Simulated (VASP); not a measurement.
Calculation: PBE GGA with D4 dispersion, VASP's PBE PAW potentials (set 64) (plane waves; VASP).

A VASP calculation is set up with these files.

### POSCAR
```
NiSi2
1.0
  0.0000000000   2.7217497930   2.7217497930
  2.7217497930   0.0000000000   2.7217497930
  2.7217497930   2.7217497930   0.0000000000
Si Ni
2 1
direct
  0.2500000000   0.2500000000   0.2500000000
  0.7500000000   0.7500000000   0.7500000000
  0.0000000000   0.0000000000   0.0000000000
```

### INCAR
```
SYSTEM  =  NiSi2
PREC  =  Accurate; ENCUT  =  520; LREAL  =  .FALSE.
LASPH  =  .TRUE.
EDIFF  =  1E-7; NELM  =  100; ALGO  =  Normal
LMAXMIX  =  4
ISMEAR  =  1; SIGMA  =  0.1
GGA  =  PE; IVDW  =  13
ISIF  =  2
LWAVE  =  .FALSE.; LCHARG  =  .FALSE.
```

KPOINTS:
```
kpoints
0
G
10 10 10
```

POTCAR, in this order: Si Ni (PBE.64 set). Program: vasp_std.

Output

OUTCAR:
```
 ion  position               nearest neighbor table
   1  0.250  0.250  0.250-   3 2.36   3 2.36   3 2.36   3 2.36   2 2.72   2 2.72   2 2.72   2 2.72
                             2 2.72   2 2.72
   2  0.750  0.750  0.750-   3 2.36   3 2.36   3 2.36   3 2.36   1 2.72   1 2.72   1 2.72   1 2.72
                             1 2.72   1 2.72
   3  0.000  0.000  0.000-   2 2.36   2 2.36   2 2.36   1 2.36   1 2.36   1 2.36   2 2.36   1 2.36
  LATTYP: Found a face centered cubic cell.
 ALAT       =     5.4434995860
 Subroutine PRICEL returns:
 Original cell was already a primitive cell.
 Subroutine GETGRP returns: Found 48 space group operations
The static configuration has the point symmetry O_h .
The dynamic configuration has the point symmetry O_h .
 Subroutine INISYM returns: Found 48 space group operations
 Subroutine IBZKPT returns following result:
 Found     47 irreducible k-points:

 Following reciprocal coordinates:
            Coordinates               Weight
  0.000000  0.000000  0.000000      1.000000
  0.100000  0.000000  0.000000      8.000000
  0.200000  0.000000  0.000000      8.000000
  0.300000  0.000000  0.000000      8.000000
  0.400000  0.000000  0.000000      8.000000
  0.500000  0.000000  0.000000      4.000000
  0.100000  0.100000  0.000000      6.000000
  0.200000  0.100000  0.000000     24.000000
  0.300000  0.100000  0.000000     24.000000
  0.400000  0.100000  0.000000     24.000000
  0.500000  0.100000  0.000000     24.000000
 -0.400000  0.100000  0.000000     24.000000
 -0.300000  0.100000  0.000000     24.000000
 -0.200000  0.100000  0.000000     24.000000
 -0.100000  0.100000  0.000000     12.000000
  0.200000  0.200000  0.000000      6.000000
  0.300000  0.200000  0.000000     24.000000
  0.400000  0.200000  0.000000     24.000000
  0.500000  0.200000  0.000000     24.000000
 -0.400000  0.200000  0.000000     24.000000
 -0.300000  0.200000  0.000000     24.000000
...
```

File OSZICAR:
```
       N       E                     dE             d eps       ncg     rms          rms(c)
DAV:   1     0.704590228810E+02    0.70459E+02   -0.79628E+03  1222   0.140E+03
DAV:   2    -0.149731522257E+02   -0.85432E+02   -0.80123E+02  1262   0.251E+02
DAV:   3    -0.192868300948E+02   -0.43137E+01   -0.41887E+01  1553   0.625E+01
DAV:   4    -0.193772924422E+02   -0.90462E-01   -0.90254E-01  1422   0.841E+00
DAV:   5    -0.193797827230E+02   -0.24903E-02   -0.24900E-02  1589   0.150E+00    0.163E+01
DAV:   6    -0.243345134705E+02   -0.49547E+01   -0.55711E+01  1323   0.184E+02    0.257E+01
DAV:   7    -0.174971267407E+02    0.68374E+01   -0.16096E+01  1462   0.115E+02    0.413E+00
DAV:   8    -0.174129621443E+02    0.84165E-01   -0.23364E+00  1766   0.263E+01    0.260E+00
DAV:   9    -0.173705655386E+02    0.42397E-01   -0.29027E-01  1524   0.109E+01    0.639E-01
DAV:  10    -0.173686807571E+02    0.18848E-02   -0.11161E-02  1660   0.224E+00    0.285E-01
DAV:  11    -0.173688195260E+02   -0.13877E-03   -0.11114E-03  1507   0.273E-01    0.492E-02
DAV:  12    -0.173688551639E+02   -0.35638E-04   -0.39212E-05  1534   0.660E-02    0.215E-02
DAV:  13    -0.173688569643E+02   -0.18004E-05   -0.21976E-05  1457   0.945E-02    0.847E-03
DAV:  14    -0.173688571395E+02   -0.17515E-06   -0.20751E-06  1710   0.144E-02    0.488E-03
DAV:  15    -0.173688571158E+02    0.23673E-07   -0.57353E-07  1557   0.179E-02
   1 F= -.18711418E+02 E0= -.18711112E+02  d E =-.919840E-03
```

### OUTCAR
```
------------------------ aborting loop because EDIFF is reached ----------------------------------------
  Edisp (eV):   -1.34256
  FORCE on cell =-STRESS in cart. coord.  units (eV):
  Direction    XX          YY          ZZ          XY          YZ          ZX
  --------------------------------------------------------------------------------------
  Total      -1.27952    -1.27952    -1.27952    -0.00000    -0.00000     0.00000
  in kB     -50.83724   -50.83724   -50.83724    -0.00000    -0.00000     0.00000
  external pressure =      -50.84 kB  Pullay stress =        0.00 kB
  volume of cell :       40.33
      direct lattice vectors                 reciprocal lattice vectors
     0.000000000  2.721749793  2.721749793    -0.183705351  0.183705351  0.183705351
     2.721749793  0.000000000  2.721749793     0.183705351 -0.183705351  0.183705351
     2.721749793  2.721749793  0.000000000     0.183705351  0.183705351 -0.183705351
 POSITION                                       TOTAL-FORCE (eV/Angst)
 -----------------------------------------------------------------------------------
      1.36087      1.36087      1.36087        -0.000000      0.000000      0.000000
      4.08262      4.08262      4.08262        -0.000000     -0.000000     -0.000000
      0.00000      0.00000      0.00000         0.000000      0.000000      0.000000
 -----------------------------------------------------------------------------------
    total drift:                                0.000000     -0.000000     -0.000000
  FREE ENERGIE OF THE ION-ELECTRON SYSTEM (eV)
  ---------------------------------------------------
  free  energy   TOTEN  =       -18.7114181253 eV

  energy  without entropy=      -18.7104982851  energy(sigma->0) =      -18.71111151
```
(Selected blocks of OUTCAR.)

The compound is NiSi2 in the fluorite structure. This cell is one point of a volume scan, at 1.03 of the reference volume. The run is not spin-polarised, so no magnetic state was tried.
